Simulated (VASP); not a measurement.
Output of a VASP run:

File OSZICAR:
```
       N       E                     dE             d eps       ncg     rms          rms(c)
DAV:   1    -0.636519703328E+01   -0.63652E+01   -0.60972E+03  2049   0.113E+03
DAV:   2    -0.541239595200E+02   -0.47759E+02   -0.45130E+02  1941   0.205E+02
DAV:   3    -0.545336027310E+02   -0.40964E+00   -0.40926E+00  2228   0.203E+01
DAV:   4    -0.545350248265E+02   -0.14221E-02   -0.14221E-02  2118   0.119E+00
DAV:   5    -0.545350367017E+02   -0.11875E-04   -0.11874E-04  2182   0.105E-01    0.991E+00
DAV:   6    -0.502480351942E+02    0.42870E+01   -0.50145E+00  1903   0.220E+01    0.684E+00
DAV:   7    -0.505258606527E+02   -0.27783E+00   -0.47169E-01  1876   0.506E+00    0.429E+00
DAV:   8    -0.505587178398E+02   -0.32857E-01   -0.11124E-01  1905   0.250E+00    0.602E-01
DAV:   9    -0.505810592237E+02   -0.22341E-01   -0.21461E-02  1927   0.114E+00    0.727E-02
DAV:  10    -0.505815050847E+02   -0.44586E-03   -0.18793E-03  1911   0.396E-01    0.667E-02
DAV:  11    -0.505817960235E+02   -0.29094E-03   -0.57117E-04  2032   0.211E-01    0.286E-02
DAV:  12    -0.505818935385E+02   -0.97515E-04   -0.68809E-05  1921   0.807E-02    0.126E-02
DAV:  13    -0.505819224039E+02   -0.28865E-04   -0.34538E-05  2031   0.588E-02    0.169E-03
DAV:  14    -0.505819233807E+02   -0.97687E-06   -0.56685E-06  1999   0.179E-02
   1 F= -.50581923E+02 E0= -.50582132E+02  d E =-.505819E+02
       N       E                     dE             d eps       ncg     rms          rms(c)
DAV:   1    -0.514544384900E+02   -0.87252E+00   -0.19380E+01  1901   0.500E+01    0.640E+00
DAV:   2    -0.505096207345E+02    0.94482E+00   -0.32146E+00  1894   0.164E+01    0.256E+00
DAV:   3    -0.505639578101E+02   -0.54337E-01   -0.10839E-01  1876   0.369E+00    0.240E+00
DAV:   4    -0.504489382399E+02    0.11502E+00   -0.35308E-01  1928   0.447E+00    0.100E+00
DAV:   5    -0.505698544657E+02   -0.12092E+00   -0.15260E-01  1896   0.319E+00    0.181E-01
DAV:   6    -0.505701556567E+02   -0.30119E-03   -0.29557E-03  1919   0.578E-01    0.223E-02
DAV:   7    -0.505708037585E+02   -0.64810E-03   -0.30543E-04  1918   0.235E-01    0.120E-02
DAV:   8    -0.505708178462E+02   -0.14088E-04   -0.21560E-05  1991   0.444E-02    0.938E-03
DAV:   9    -0.505708204263E+02   -0.25801E-05   -0.12018E-05  1939   0.329E-02    0.261E-03
DAV:  10    -0.505708198205E+02    0.60581E-06   -0.14345E-07   939   0.501E-03
   2 F= -.50570820E+02 E0= -.50570720E+02  d E =0.111036E-01
       N       E                     dE             d eps       ncg     rms          rms(c)
DAV:   1    -0.509256450071E+02   -0.35482E+00   -0.70493E+00  1923   0.297E+01    0.347E+00
DAV:   2    -0.505790335819E+02    0.34661E+00   -0.13705E+00  1900   0.105E+01    0.952E-01
DAV:   3    -0.505871093773E+02   -0.80758E-02   -0.28399E-02  1898   0.193E+00    0.951E-01
DAV:   4    -0.505902052930E+02   -0.30959E-02   -0.29449E-02  1902   0.123E+00    0.494E-01
DAV:   5    -0.505911720267E+02   -0.96673E-03   -0.45205E-03  1895   0.686E-01    0.804E-02
DAV:   6    -0.505915149089E+02   -0.34288E-03   -0.10794E-03  1975   0.414E-01    0.261E-02
DAV:   7    -0.505917118504E+02   -0.19694E-03   -0.88309E-05  1928   0.118E-01    0.171E-02
DAV:   8    -0.505917302253E+02   -0.18375E-04   -0.25928E-05  1927   0.525E-02    0.211E-03
DAV:   9    -0.505917294859E+02    0.73946E-06   -0.37857E-07   980   0.807E-03
   3 F= -.50591729E+02 E0= -.50591880E+02  d E =-.980611E-02
```

File OUTCAR:
```
------------------------ aborting loop because EDIFF is reached ----------------------------------------
  FORCE on cell =-STRESS in cart. coord.  units (eV):
  Direction    XX          YY          ZZ          XY          YZ          ZX
  --------------------------------------------------------------------------------------
  Total       -0.0043020     -0.0043020     -0.0043020      0.0000000      0.0000000      0.0000000
  in kB       -0.3924041     -0.3924041     -0.3924041      0.0000000      0.0000000      0.0000000
  external PRESSURE =      -0.3924041 kB  Pullay stress =       0.0000000 kB
  volume of cell :       17.57
      direct lattice vectors                 reciprocal lattice vectors
    -0.000000000  2.063193525  2.063193525    -0.242342754  0.242342754  0.242342754
     2.063193525 -0.000000000  2.063193525     0.242342754 -0.242342754  0.242342754
     2.063193525  2.063193525  0.000000000     0.242342754  0.242342754 -0.242342754
 POSITION                                       TOTAL-FORCE (eV/Angst)
 -----------------------------------------------------------------------------------
     -0.00000      0.00000      0.00000         0.000000      0.000000      0.000000
 -----------------------------------------------------------------------------------
    total drift:                               -0.000000      0.000000      0.000000
  FREE ENERGIE OF THE ION-ELECTRON SYSTEM (eV)
  ---------------------------------------------------
  free  energy   TOTEN  =       -50.5917294859 eV

  energy  without entropy=      -50.5921797143  energy(sigma->0) =      -50.59187956

 reached required accuracy - stopping structural energy minimisation
```
(Selected blocks of OUTCAR.)

File POSCAR:
```
Au
1
    0.0000000000     2.0400000000     2.0400000000
    2.0400000000     0.0000000000     2.0400000000
    2.0400000000     2.0400000000     0.0000000000
Au
1
Direct
  0.0000000000   0.0000000000   0.0000000000
```

**Question.** Reconstruct the remaining input files.

**Answer.** One answer among several that fit: the input of the run itself, r2SCAN meta-GGA, plane waves, VASP's PBE PAW potentials (set 64).

INCAR:
```
SYSTEM = Au
PREC = Accurate
ENCUT = 520
EDIFF = 1E-6
NELM = 100
ALGO = Normal
LREAL = .FALSE.
LASPH = .TRUE.
ISMEAR = 1
SIGMA = 0.1
METAGGA = R2SCAN
LMIXTAU = .TRUE.
LMAXMIX = 6
LWAVE = .FALSE.
LCHARG = .FALSE.
IBRION = 2
ISIF = 3
NSW = 60
EDIFFG = -0.01
```

**KPOINTS**
```
Regular mesh
0
Gamma
  14 14 14
0 0 0
```

POTCAR, in this order: Au (PBE.64 set). Program: vasp_std.

Energy and stress use the plane-wave basis of the starting cell.

The compound is Au in the fcc structure. This run relaxes it. Symmetry was kept, so distortions that lower it aren't found.
